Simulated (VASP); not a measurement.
A run of VASP 6.6.1 is set up as follows.

File INCAR:

```
SYSTEM = Zn8Se5S3
PREC = Accurate
ENCUT = 520
EDIFF = 1E-6
ISMEAR = 0
SIGMA = 0.03
LREAL = .False.
LASPH = .True.
NELM = 80
ALGO = Normal
ISIF = 2
LWAVE = .False.
LCHARG = .False.
GGA = PS
NBANDS = 86
ICORELEVEL = 1
KPAR = 4
```

Contents of KPOINTS:

```
regular mesh
0
Gamma
  6 6 4
  0 0 0
```

POSCAR

```
Zn8Se5S3                                
1.0
   -5.5364436205      0.0014024588      5.5364436205
   -5.5350411617     -5.5350411617      0.0000000000
    0.0000000000     -5.5350411617      5.5350411617
  Zn              S               Se            
     8     3     5
Direct
     0.0079719122936552    0.4925617869671157    0.0069045137721204
     0.0104294778457756    0.9965235073847438    0.9965235073847438
     0.0079719122936552    0.4925617869671157    0.4925617869671157
     0.0079719122936552    0.0069045137721204    0.4925617869671157
     0.4884679183190528    0.5031769791302381    0.0041775512753546
     0.4884679183190528    0.0041775512753546    0.0041775512753546
     0.4992860204972800    0.5002379931675733    0.5002379931675733
     0.4884679183190528    0.0041775512753546    0.5031769791302381
     0.1240474427497062    0.1250800316759069    0.1250800316759069
     0.1240474427497062    0.6257924938984871    0.1250800316759069
     0.1240474427497062    0.1250800316759069    0.6257924938984871
     0.1229462468520026    0.6256845843826682    0.6256845843826682
     0.6267194743729974    0.1244268418756675    0.1244268418756675
     0.6263856534482315    0.6250651588056044    0.1234840289405525
     0.6263856534482315    0.1234840289405525    0.6250651588056044
     0.6263856534482315    0.6250651588056044    0.6250651588056044
```

KPOINTS_OPT

```
explicit points
6
Reciprocal
 0.0000000000  0.0000000000  0.0000000000 1
 0.3750000000  0.3750000000  0.7500000000 1
 0.5000000000  0.5000000000  0.5000000000 1
 0.6250000000  0.2500000000  0.6250000000 1
 0.5000000000  0.2500000000  0.7500000000 1
 0.5000000000  0.0000000000  0.5000000000 1
```

Potentials or basis: VASP PAW PBE potentials, release 64 (Zn, S, Se).

Launch:

```bash
$ cat potpaw_PBE.64/Zn/POTCAR potpaw_PBE.64/S/POTCAR potpaw_PBE.64/Se/POTCAR > POTCAR
$ mpirun -np 4 vasp_std > vasp.out
```

(1) Estimate the band gap along the path.

(2) Predict the largest force.

(3) What does it give for the band gap on the k mesh?

Answers

(1) 1.37 eV, direct.

(2) 0.005 eV/Å.

(3) 1.37 eV, direct.

Caveat: the PAW data sets were made with another functional, which shifts forces and pressure a little.
